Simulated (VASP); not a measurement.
# Converging a slab model of Ta(111), part 4 of 6

Wanted: the error that each setting leaves in the work function or ionisation potential of Ta(111).

VASP 6.6.1, plane waves and PAW; the level of theory is named at each step.

So far. Step 5 (Another mesh, mesh points along a 9, k-mesh 9×9×1): Against the base run its depth below the vacuum changes by -0.04 eV and the energy by -3.2 meV an atom. Step 9 (Another vacuum, vacuum width 24): Against the base run its depth below the vacuum changes by -0.00 eV and the energy by -0.0 meV an atom.

## 11. A lower cutoff, ENCUT 210

Level of this step: PBE; plane waves and PAW (Ta) (VASP).

A lower cutoff is cheaper, and the test is whether a potential difference survives it better than the total energy.

INCAR

```
SYSTEM = Ta
PREC = Normal
ENCUT = 210
EDIFF = 1E-06
NELM = 120
ISMEAR = 1
SIGMA = 0.1
LREAL = .FALSE.
ALGO = Normal
GGA = PE
NBANDS = 38
LASPH = .TRUE.
LORBIT = 11
LWAVE = .FALSE.
LCHARG = .FALSE.
KPAR = 4
IDIPOL = 3
LDIPOL = .TRUE.
DIPOL = 0.5 0.5 0.5
LVHAR = .TRUE.
LVACPOTAV = .TRUE.
```

POSCAR

```
Ta
1.0
    4.6810468915      0.0000000000      0.0000000000
    2.3405234457      4.0539055243      0.0000000000
    0.0000000000      0.0000000000     27.5551469551
Ta
11
Direct
    0.6666666667      0.6666666667      0.3266177464
    0.0000000000      0.0000000000      0.3612941971
    0.3333333333      0.3333333333      0.3959706478
    0.6666666667      0.6666666667      0.4306470986
    0.0000000000      0.0000000000      0.4653235493
    0.3333333333      0.3333333333      0.5000000000
    0.6666666667      0.6666666667      0.5346764507
    0.0000000000      0.0000000000      0.5693529014
    0.3333333333      0.3333333333      0.6040293522
    0.6666666667      0.6666666667      0.6387058029
    0.0000000000      0.0000000000      0.6733822536
```

KPOINTS

```
Automatic mesh
0
Gamma
6 6 1
0 0 0
```

PAW data sets: Ta (PBE family, release 64).

The run is started by

```console
$ mpirun -np 4 vasp_std
```

The log of the run:

```text
[... set-up lines as in an earlier step ...]
 entering main loop
       N       E                     dE             d eps       ncg     rms          rms(c)
DAV:   1     0.118319020317E+03    0.11832E+03   -0.11614E+04   540   0.531E+02
DAV:   2    -0.107051437135E+03   -0.22537E+03   -0.21559E+03   760   0.144E+02
DAV:   3    -0.134363375514E+03   -0.27312E+02   -0.26085E+02   624   0.535E+01
DAV:   4    -0.136528085052E+03   -0.21647E+01   -0.21250E+01   904   0.128E+01
[...]
DAV:  31    -0.123117991896E+03   -0.86935E-05   -0.36835E-06   608   0.580E-03    0.270E-02
DAV:  32    -0.123117995584E+03   -0.36885E-05   -0.46807E-06   584   0.561E-03    0.218E-02
DAV:  33    -0.123117994870E+03    0.71400E-06   -0.37528E-06   464   0.582E-03
 [... a notice as in an earlier step ...]

   1 F= -.12311799E+03 E0= -.12311525E+03  d E =-.822816E-02
 [... a notice as in an earlier step ...]
```

It took 45 s on 4 MPI ranks of Intel Xeon Platinum 8488C (Sapphire Rapids), shared host; peak memory 0.78 GiB; 2.9 min of CPU time.

Parts of OUTCAR (step 11):

```text
  Total      -13.4174331    -13.4174331    -14.8370369      0.0000000     -0.0000000      0.0000000
  in kB      -41.1112493    -41.1112493    -45.4609402      0.0000000     -0.0000000      0.0000000
  external PRESSURE =     -42.5611463 kB  Pullay stress =       0.0000000 kB

 POSITION                                       TOTAL-FORCE (eV/Angst)
 -----------------------------------------------------------------------------------
      4.68105      2.70260      9.00000        -0.000000      0.000000      2.191816
      0.00000      0.00000      9.95551         0.000000     -0.000000      0.212428
      2.34052      1.35130     10.91103         0.000000      0.000000     -1.106768
      4.68105      2.70260     11.86654        -0.000000     -0.000000     -0.802287
      0.00000      0.00000     12.82206         0.000000      0.000000     -0.548033
      2.34052      1.35130     13.77757         0.000000     -0.000000     -0.000000
      4.68105      2.70260     14.73309        -0.000000     -0.000000      0.548033
      0.00000      0.00000     15.68860         0.000000     -0.000000      0.802287
      2.34052      1.35130     16.64412        -0.000000     -0.000000      1.106768
      4.68105      2.70260     17.59963        -0.000000     -0.000000     -0.212428
      0.00000      0.00000     18.55515        -0.000000      0.000000     -2.191816
 -----------------------------------------------------------------------------------
    total drift:                               -0.000000     -0.000000     -0.000000

  FREE ENERGIE OF THE ION-ELECTRON SYSTEM (eV)
  ---------------------------------------------------
  free  energy   TOTEN  =      -123.1179948704 eV

  energy  without entropy=     -123.1097667095  energy(sigma->0) =     -123.11525215

[... 1 part as in an earlier step ...]

[... 2 further parts left out ...]
[key lines of the parts left out:]
E-fermi :   0.1231
```

This step gave:

```
electronic cycles                     : 33
free energy (TOTEN)                   : -123.1180 eV
energy at zero smearing               : -123.1153 eV
Fermi energy                          : 0.1231 eV
highest filled level below the vacuum : 3.484 eV
```

Against the base run its depth below the vacuum changes by +0.01 eV and the energy by -3.4 meV an atom. The program printed no vacuum level, so the number is read from the planar average a third of the way across the gap.

## 12. A lower cutoff, ENCUT 280

INCAR: that of step 11 with these lines changed.

```diff
@@ -2,3 +2,3 @@
 PREC = Normal
-ENCUT = 210
+ENCUT = 280
 EDIFF = 1E-06
```

POSCAR is that of step 11.

KPOINTS is that of step 11.

The run is started by

```console
$ mpirun -np 4 vasp_std
```

The log of the run:

```text
[... set-up lines as in an earlier step ...]
 entering main loop
       N       E                     dE             d eps       ncg     rms          rms(c)
DAV:   1     0.150835609718E+03    0.15084E+03   -0.13472E+04   532   0.668E+02
DAV:   2    -0.102426646273E+03   -0.25326E+03   -0.24144E+03   768   0.155E+02
DAV:   3    -0.133827258208E+03   -0.31401E+02   -0.30055E+02   652   0.577E+01
DAV:   4    -0.136388010278E+03   -0.25608E+01   -0.25139E+01   880   0.144E+01
[...]
DAV:  34    -0.123055595173E+03   -0.13408E-05   -0.17335E-07   392   0.147E-03    0.600E-04
DAV:  35    -0.123055598535E+03   -0.33620E-05   -0.22115E-07   448   0.896E-04    0.503E-04
DAV:  36    -0.123055599388E+03   -0.85327E-06   -0.82982E-08   416   0.684E-04
 [... a notice as in an earlier step ...]

   1 F= -.12305560E+03 E0= -.12305297E+03  d E =-.790256E-02
```

Wall time 56 s (4 MPI ranks); peak memory 0.95 GiB.

OUTCAR, selected parts (step 12):

```text
  Total      -10.8287958    -10.8287958    -12.3416720      0.0000000      0.0000000     -0.0000000
  in kB      -33.1796195    -33.1796195    -37.8150986      0.0000000      0.0000000     -0.0000000
  external PRESSURE =     -34.7247792 kB  Pullay stress =       0.0000000 kB

 POSITION                                       TOTAL-FORCE (eV/Angst)
 -----------------------------------------------------------------------------------
      4.68105      2.70260      9.00000         0.000000      0.000000      2.198552
      0.00000      0.00000      9.95551         0.000000     -0.000000      0.207254
      2.34052      1.35130     10.91103         0.000000     -0.000000     -1.109327
      4.68105      2.70260     11.86654         0.000000     -0.000000     -0.795179
      0.00000      0.00000     12.82206        -0.000000      0.000000     -0.561283
      2.34052      1.35130     13.77757        -0.000000     -0.000000      0.000000
      4.68105      2.70260     14.73309         0.000000     -0.000000      0.561283
      0.00000      0.00000     15.68860         0.000000      0.000000      0.795179
      2.34052      1.35130     16.64412        -0.000000     -0.000000      1.109327
      4.68105      2.70260     17.59963        -0.000000     -0.000000     -0.207254
      0.00000      0.00000     18.55515        -0.000000     -0.000000     -2.198552
 -----------------------------------------------------------------------------------
    total drift:                                0.000000      0.000000      0.000143

  FREE ENERGIE OF THE ION-ELECTRON SYSTEM (eV)
  ---------------------------------------------------
  free  energy   TOTEN  =      -123.0555993880 eV

  energy  without entropy=     -123.0476968251  energy(sigma->0) =     -123.05296520

[... 1 part as in an earlier step ...]

[... 2 further parts left out ...]
[key lines of the parts left out:]
E-fermi :   0.1258
```

Numbers from this step:

```
electronic cycles                     : 36
free energy (TOTEN)                   : -123.0556 eV
energy at zero smearing               : -123.0530 eV
Fermi energy                          : 0.1258 eV
dipole moment                         : 0, 0, 3.00e-6 e·Å
vacuum levels                         : 3.601, 3.601 eV
highest filled level below the vacuum : 3.475 eV
```

Against the base run its depth below the vacuum changes by -0.00 eV and the energy by +2.3 meV an atom.

## 13. Another smearing width, SIGMA 0.02

The width trades sharpness at the Fermi level against the mesh needed.

INCAR: that of step 12 with these lines changed.

```diff
@@ -2,3 +2,3 @@
 PREC = Normal
-ENCUT = 280
+ENCUT = 350
 EDIFF = 1E-06
@@ -6,3 +6,3 @@
 ISMEAR = 1
-SIGMA = 0.1
+SIGMA = 0.02
 LREAL = .FALSE.
```

POSCAR is that of step 12.

KPOINTS is that of step 12.

The run is started by

```console
$ mpirun -np 4 vasp_std
```

The log of the run:

```text
[... set-up lines as in an earlier step ...]
 entering main loop
       N       E                     dE             d eps       ncg     rms          rms(c)
DAV:   1     0.180963991989E+03    0.18096E+03   -0.15205E+04   532   0.802E+02
DAV:   2    -0.987590740540E+02   -0.27972E+03   -0.26260E+03   760   0.164E+02
DAV:   3    -0.133715116917E+03   -0.34956E+02   -0.33315E+02   682   0.613E+01
DAV:   4    -0.136407643648E+03   -0.26925E+01   -0.26509E+01   888   0.153E+01
[...]
DAV:  34    -0.123076145570E+03   -0.13753E-05   -0.88478E-08   416   0.808E-04    0.496E-04
DAV:  35    -0.123076146885E+03   -0.13149E-05   -0.10455E-07   440   0.684E-04    0.203E-04
DAV:  36    -0.123076147167E+03   -0.28227E-06   -0.38318E-08   392   0.450E-04
 [... a notice as in an earlier step ...]

   1 F= -.12307615E+03 E0= -.12307567E+03  d E =-.143235E-02
```

Run time: 76 s. Hardware: 4 MPI ranks; peak memory 1.2 GiB.

From OUTCAR (step 13):

```text
  Total      -11.0851798    -11.0851798    -12.2243517      0.0000000      0.0000000     -0.0000000
  in kB      -33.9651844    -33.9651844    -37.4556270      0.0000000      0.0000000     -0.0000000
  external PRESSURE =     -35.1286653 kB  Pullay stress =       0.0000000 kB

 POSITION                                       TOTAL-FORCE (eV/Angst)
 -----------------------------------------------------------------------------------
      4.68105      2.70260      9.00000        -0.000000     -0.000000      2.193090
      0.00000      0.00000      9.95551         0.000000      0.000000      0.185121
      2.34052      1.35130     10.91103         0.000000      0.000000     -1.114645
      4.68105      2.70260     11.86654         0.000000     -0.000000     -0.800480
      0.00000      0.00000     12.82206         0.000000     -0.000000     -0.532660
      2.34052      1.35130     13.77757         0.000000      0.000000      0.000000
      4.68105      2.70260     14.73309         0.000000      0.000000      0.532660
      0.00000      0.00000     15.68860        -0.000000     -0.000000      0.800480
      2.34052      1.35130     16.64412        -0.000000     -0.000000      1.114645
      4.68105      2.70260     17.59963         0.000000     -0.000000     -0.185121
      0.00000      0.00000     18.55515        -0.000000      0.000000     -2.193090
 -----------------------------------------------------------------------------------
    total drift:                               -0.000000     -0.000000     -0.000000

  FREE ENERGIE OF THE ION-ELECTRON SYSTEM (eV)
  ---------------------------------------------------
  free  energy   TOTEN  =      -123.0761471668 eV

  energy  without entropy=     -123.0747148176  energy(sigma->0) =     -123.07566972

[... 2 parts as in an earlier step ...]

[... 1 further part left out ...]
[key lines of the parts left out:]
E-fermi :   0.1326
```

This step gave:

```yaml
free_energy_toten: -123.0761 eV
energy_at_zero_smearing: -123.0757 eV
fermi_energy: 0.1326 eV
dipole_moment: 0, 0, 0 e·Å
vacuum_levels: 3.606, 3.606 eV
work_functions_of_the_upper_and_lower_face: 3.473, 3.473 eV
highest_filled_level_below_the_vacuum: 3.473 eV
```

Against the base run its depth below the vacuum changes by -0.00 eV and the energy by +0.2 meV an atom.

## 14. Another smearing width, SIGMA 0.4

INCAR: that of step 13 with these lines changed.

```diff
@@ -6,3 +6,3 @@
 ISMEAR = 1
-SIGMA = 0.02
+SIGMA = 0.4
 LREAL = .FALSE.
```

POSCAR is that of step 13.

KPOINTS is that of step 13.

The run is started by

```console
$ mpirun -np 4 vasp_std
```

The log of the run:

```text
[... set-up lines as in an earlier step ...]
 entering main loop
       N       E                     dE             d eps       ncg     rms          rms(c)
DAV:   1     0.180909387982E+03    0.18091E+03   -0.15205E+04   532   0.802E+02
DAV:   2    -0.987882283723E+02   -0.27970E+03   -0.26249E+03   760   0.164E+02
DAV:   3    -0.133647129389E+03   -0.34859E+02   -0.33325E+02   682   0.613E+01
DAV:   4    -0.136349302079E+03   -0.27022E+01   -0.26551E+01   888   0.153E+01
[...]
DAV:  32    -0.123124362318E+03   -0.13551E-05   -0.14478E-07   400   0.126E-03    0.707E-04
DAV:  33    -0.123124363604E+03   -0.12861E-05   -0.10629E-07   432   0.909E-04    0.367E-04
DAV:  34    -0.123124364582E+03   -0.97800E-06   -0.10214E-07   424   0.797E-04
 [... a notice as in an earlier step ...]

   1 F= -.12312436E+03 E0= -.12311102E+03  d E =-.400321E-01
```

Elapsed: 76 s, on 4 MPI ranks; peak memory 1.2 GiB; 5 min of CPU time.

OUTCAR, selected parts (step 14):

```text
  Total      -10.8777721    -10.8777720    -12.3752319      0.0000000     -0.0000000      0.0000000
  in kB      -33.3296835    -33.3296835    -37.9179268      0.0000000     -0.0000000      0.0000000
  external PRESSURE =     -34.8590979 kB  Pullay stress =       0.0000000 kB

 POSITION                                       TOTAL-FORCE (eV/Angst)
 -----------------------------------------------------------------------------------
      4.68105      2.70260      9.00000         0.000000     -0.000000      2.110407
      0.00000      0.00000      9.95551         0.000000     -0.000000      0.259330
      2.34052      1.35130     10.91103         0.000000      0.000000     -1.161655
      4.68105      2.70260     11.86654        -0.000000      0.000000     -0.683389
      0.00000      0.00000     12.82206         0.000000      0.000000     -0.430271
      2.34052      1.35130     13.77757        -0.000000      0.000000     -0.000000
      4.68105      2.70260     14.73309        -0.000000      0.000000      0.430271
      0.00000      0.00000     15.68860         0.000000     -0.000000      0.683389
      2.34052      1.35130     16.64412        -0.000000     -0.000000      1.161655
      4.68105      2.70260     17.59963        -0.000000     -0.000000     -0.259330
      0.00000      0.00000     18.55515        -0.000000      0.000000     -2.110407
 -----------------------------------------------------------------------------------
    total drift:                               -0.000000     -0.000000     -0.000000

  FREE ENERGIE OF THE ION-ELECTRON SYSTEM (eV)
  ---------------------------------------------------
  free  energy   TOTEN  =      -123.1243645817 eV

  energy  without entropy=     -123.0843324595  energy(sigma->0) =     -123.11102054

[... 2 parts as in an earlier step ...]

[... 1 further part left out ...]
[key lines of the parts left out:]
E-fermi :   0.1199
```

This step gave:

```yaml
electronic_cycles: 34
free_energy_toten: -123.1244 eV
energy_at_zero_smearing: -123.1110 eV
fermi_energy: 0.1199 eV
vacuum_levels: 3.613, 3.613 eV
work_functions_of_the_upper_and_lower_face: 3.493, 3.493 eV
highest_filled_level_below_the_vacuum: 3.493 eV
```

Against the base run its depth below the vacuum changes by +0.02 eV and the energy by -3.0 meV an atom.

## 15. All levels side by side

Times are for 4 MPI ranks of Intel Xeon Platinum 8488C (Sapphire Rapids), shared host. The runs compared:

```csv
no.,run,electronic cycles,cutoff used less the lowest (eV),highest filled level below the vacuum (eV),time,memory (GiB)
1,base run,34,140,3.476,98 s,1.1
2,series over the cutoff,33,0,3.484,45 s,0.78
3,series over the cutoff,36,70,3.475,56 s,0.95
4,series over the smearing,36,140,3.473,76 s,1.2
5,series over the smearing,34,140,3.493,76 s,1.2
```

(Continued in part 5 of 6.)

[Lines on the potential files, build, host, timing and source positions are cut from VASP's logs without a mark.]

[Logs are printed without paths, hosts, clocks, repeated set-up lines and the standing remarks that a program may print on its own settings, such as how far it seeks lower states.]

[Hosts, paths, dates, database ids (printed as entryN), source tags and the programs' standing remarks are cut or masked in the printed files.]

[In band tables of VASP the shares of atoms and orbitals are scaled to a sum of 1 inside the atoms' spheres.]

[Runs that stopped without an error message from VASP are left out.]
